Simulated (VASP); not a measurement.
VASP ran on this input.

### POSCAR
```
CuI
1
    0.0000000000     2.9560300000     3.0202860000
    3.0841790000     0.0000000000     3.0202860000
    3.0841790000     2.9560300000     0.0000000000
Cu I
1 1
Direct
  0.0000000000   0.0000000000   0.0000000000
  0.2366060000   0.2633940000   0.2633940000
```

**KPOINTS**
```
Automatic mesh
0
Gamma
7 7 7
0 0 0
```

### INCAR
```
SYSTEM = CuI
PREC = Accurate
ENCUT = 400
EDIFF = 1E-6
NELM = 100
ALGO = Normal
LREAL = .FALSE.
LASPH = .TRUE.
ISMEAR = 0
SIGMA = 0.05
GGA = PE
LMAXMIX = 4
LWAVE = .FALSE.
LCHARG = .FALSE.
ISIF = 2
```

POTCAR, in this order: Cu I (PBE.64 set). Program: vasp_std.

**Question.** Translate this PBE calculation to Quantum ESPRESSO's pw.x.

**Answer.** One equivalent input (not run):
```
&CONTROL
  calculation = 'scf'
  pseudo_dir = './pseudo'
  outdir = './out'
  tprnfor = .true.
  tstress = .true.
/
&SYSTEM
  ibrav = 0
  nat = 2
  ntyp = 2
  ecutwfc = 92
  occupations = 'smearing'
  smearing = 'gaussian'
  degauss = 0.003675
  input_dft = 'pbe'
/
&ELECTRONS
  conv_thr = 7.3e-08
  electron_maxstep = 100
/
ATOMIC_SPECIES
  Cu 63.546 Cu.upf
  I 126.904 I.upf
CELL_PARAMETERS angstrom
     0.0000000    2.9560300    3.0202860
     3.0841790    0.0000000    3.0202860
     3.0841790    2.9560300    0.0000000
ATOMIC_POSITIONS crystal
  Cu   0.0000000  0.0000000  0.0000000
  I    0.2366060  0.2633940  0.2633940
K_POINTS automatic
  7 7 7 0 0 0
```
The two are equivalent in intent, not identical: the potentials are each code's own (VASP's PAW set, PseudoDojo norm-conserving files in pw.x), so ENCUT and ecutwfc are chosen apart and not converted; conv_thr bounds pw.x's estimated SCF error, while EDIFF bounds the energy change between steps.

The compound is CuI in the zinc blende structure. The cell was not relaxed at this level, atoms are displaced from their ideal sites.
